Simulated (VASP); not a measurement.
Given:

```
CELL_PARAMETERS angstrom
      0.00000     2.12345     2.12345
      2.12345     0.00000     2.12345
      2.12345     2.12345     0.00000
ATOMIC_POSITIONS crystal
  Mg 0.00000 0.00000 0.00000
  O  0.50000 0.50000 0.50000
```

The numbers are results of PBE GGA, VASP's PBE PAW potentials (set 64) (plane waves; VASP 6.6.1), not measurements. Run with 520 eV cut-off, 12×12×12 Γ-centred mesh, tetrahedra with Blöchl corrections, potentials Mg O.

Q: Estimate the energy per atom (σ→0), band gap (on the k-mesh) with the smallest direct gap where there is one.

A: 
```yaml
band gap (on the k-mesh): 4.49 eV
smallest direct gap (on the k-mesh): 4.49 eV
energy per atom (σ→0): -5.956 eV/atom
```

The absolute energy has meaning only against runs of the same code, potentials and settings.

The compound is MgO in the rock salt structure. It was relaxed first.
